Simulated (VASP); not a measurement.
Output of a VASP run:

OSZICAR:
```
...
DAV:   5    -0.163565727084E+02   -0.28750E-01   -0.28748E-01   658   0.558E+00    0.806E+00
DAV:   6    -0.143704317715E+02    0.19861E+01   -0.10641E+01   740   0.271E+01    0.278E+00
DAV:   7    -0.143608386859E+02    0.95931E-02   -0.47601E-01   580   0.476E+00    0.158E+00
DAV:   8    -0.143552469462E+02    0.55917E-02   -0.10683E-01   580   0.400E+00    0.495E-01
DAV:   9    -0.143528631764E+02    0.23838E-02   -0.21238E-02   654   0.111E+00    0.105E-01
DAV:  10    -0.143540486222E+02   -0.11854E-02   -0.18089E-03   576   0.492E-01    0.320E-02
DAV:  11    -0.143540256025E+02    0.23020E-04   -0.13682E-04   624   0.129E-01    0.142E-02
DAV:  12    -0.143540364569E+02   -0.10854E-04   -0.70653E-05   656   0.903E-02    0.123E-02
DAV:  13    -0.143540341730E+02    0.22839E-05   -0.26168E-05   688   0.550E-02    0.304E-03
DAV:  14    -0.143540341338E+02    0.39200E-07   -0.13936E-06   604   0.888E-03    0.597E-04
DAV:  15    -0.143540341612E+02   -0.27429E-07   -0.26806E-08   338   0.146E-03
   1 F= -.10993509E+02 E0= -.10993509E+02  d E =-.109935E+02
       N       E                     dE             d eps       ncg     rms          rms(c)
DAV:   1    -0.233569174182E+02   -0.90029E+01   -0.22407E+02   728   0.197E+02    0.223E+01
DAV:   2    -0.147334671426E+02    0.86235E+01   -0.39552E+01   610   0.695E+01    0.481E+00
DAV:   3    -0.140578498502E+02    0.67562E+00   -0.22875E+00   706   0.296E+01    0.195E+00
DAV:   4    -0.139860384813E+02    0.71811E-01   -0.52359E-01   670   0.118E+01    0.768E-01
DAV:   5    -0.139970046121E+02   -0.10966E-01   -0.12200E-01   626   0.393E+00    0.638E-01
DAV:   6    -0.139884703182E+02    0.85343E-02   -0.33039E-02   728   0.210E+00    0.120E-01
DAV:   7    -0.139884355527E+02    0.34766E-04   -0.48856E-03   630   0.786E-01    0.525E-02
DAV:   8    -0.139883906236E+02    0.44929E-04   -0.31200E-04   712   0.235E-01    0.179E-02
DAV:   9    -0.139883868595E+02    0.37641E-05   -0.24528E-05   670   0.706E-02    0.664E-03
DAV:  10    -0.139883854652E+02    0.13943E-05   -0.57140E-06   752   0.234E-02    0.130E-03
DAV:  11    -0.139883858107E+02   -0.34543E-06   -0.18514E-07   530   0.463E-03    0.101E-03
DAV:  12    -0.139883859353E+02   -0.12462E-06   -0.52992E-08   310   0.310E-03    0.240E-04
DAV:  13    -0.139883859029E+02    0.32424E-07   -0.27896E-08   288   0.186E-03
   2 F= -.11144666E+02 E0= -.11144666E+02  d E =-.151157E+00
       N       E                     dE             d eps       ncg     rms          rms(c)
DAV:   1    -0.150760720636E+02   -0.10877E+01   -0.24556E+01   720   0.786E+01    0.668E+00
DAV:   2    -0.142728492048E+02    0.80322E+00   -0.33231E+00   604   0.202E+01    0.143E+00
DAV:   3    -0.142028248741E+02    0.70024E-01   -0.17724E-01   660   0.783E+00    0.565E-01
DAV:   4    -0.141931134965E+02    0.97114E-02   -0.58205E-02   666   0.388E+00    0.198E-01
DAV:   5    -0.141934385288E+02   -0.32503E-03   -0.74419E-03   628   0.123E+00    0.107E-01
DAV:   6    -0.141930274787E+02    0.41105E-03   -0.16248E-03   732   0.638E-01    0.310E-02
DAV:   7    -0.141930174210E+02    0.10058E-04   -0.14722E-04   658   0.130E-01    0.720E-03
DAV:   8    -0.141930181649E+02   -0.74389E-06   -0.12636E-05   620   0.463E-02    0.318E-03
DAV:   9    -0.141930181993E+02   -0.34330E-07   -0.13432E-06   604   0.168E-02    0.101E-03
DAV:  10    -0.141930184862E+02   -0.28693E-06   -0.19968E-07   440   0.432E-03    0.160E-04
DAV:  11    -0.141930185088E+02   -0.22628E-07   -0.91623E-09   308   0.103E-03
   3 F= -.11193966E+02 E0= -.11193966E+02  d E =-.200457E+00
```

OUTCAR:
```
------------------------ aborting loop because EDIFF is reached ----------------------------------------
  FORCE on cell =-STRESS in cart. coord.  units (eV):
  Direction    XX          YY          ZZ          XY          YZ          ZX
  --------------------------------------------------------------------------------------
  Total        2.9928577      2.9928577      2.9928577     -0.0000000      0.0000000      0.0000000
  in kB       99.7934237     99.7934237     99.7934237     -0.0000000      0.0000000      0.0000000
  external PRESSURE =      -0.2065763 kB  Pullay stress =     100.0000000 kB
  volume of cell :       48.05
      direct lattice vectors                 reciprocal lattice vectors
    -0.000000000  2.885503300  2.885503300    -0.173279996  0.173279996  0.173279996
     2.885503300  0.000000000  2.885503300     0.173279996 -0.173279996  0.173279996
     2.885503300  2.885503300  0.000000000     0.173279996  0.173279996 -0.173279996
 POSITION                                       TOTAL-FORCE (eV/Angst)
 -----------------------------------------------------------------------------------
     -0.00000      0.00000      0.00000        -0.000000     -0.000000     -0.000000
      1.44275      1.44275      1.44275         0.000000      0.000000      0.000000
      4.32825      4.32825      4.32825        -0.000000     -0.000000     -0.000000
 -----------------------------------------------------------------------------------
    total drift:                                0.000000      0.000000      0.000000
  FREE ENERGIE OF THE ION-ELECTRON SYSTEM (eV)
  ---------------------------------------------------
  free  energy   TOTEN  =       -14.1930185088 eV

  energy  without entropy=      -14.1930185088  energy(sigma->0) =      -14.19301851
  enthalpy is  TOTEN    =       -11.1939655202 eV   P V=        2.9990529887

 reached required accuracy - stopping structural energy minimisation
```
(Selected blocks of OUTCAR.)

File POSCAR:
```
PbF2
1
    0.0000000000     2.9970633655     2.9970633655
    2.9970633655     0.0000000000     2.9970633655
    2.9970633655     2.9970633655     0.0000000000
Pb F
1 2
Direct
  1.0000000000   0.0000000000   1.0000000000
  0.2500000000   0.2500000000   0.2500000000
  0.7500000000   0.7500000000   0.7500000000
```

Write an INCAR and KPOINTS that could have produced this output.

Several could match; the one computed here: the input of the run itself, PBE GGA, plane waves, VASP's PBE PAW potentials (set 64).

INCAR:
```
ALGO = Normal
EDIFF = 1E-7
EDIFFG = -0.01
ENCUT = 600
GGA = PE
IBRION = 2
ISIF = 3
ISMEAR = 0
LASPH = .True.
LCHARG = .False.
LMAXMIX = 4
LREAL = .False.
LWAVE = .False.
NELM = 100
NSW = 40
PREC = Accurate
PSTRESS = 100
SIGMA = 0.05
SYSTEM = PbF2
```

File KPOINTS:
```
Automatic mesh
0
Gamma
6 6 6
0 0 0
```

POTCAR, in this order: Pb_d F (PBE.64 set). Program: vasp_std.

Energy and stress use the plane-wave basis of the starting cell.

The compound is PbF2 in the fluorite structure, the β form. This run relaxes it under an external pressure of 10 GPa. Symmetry was kept, so distortions that lower it aren't found.
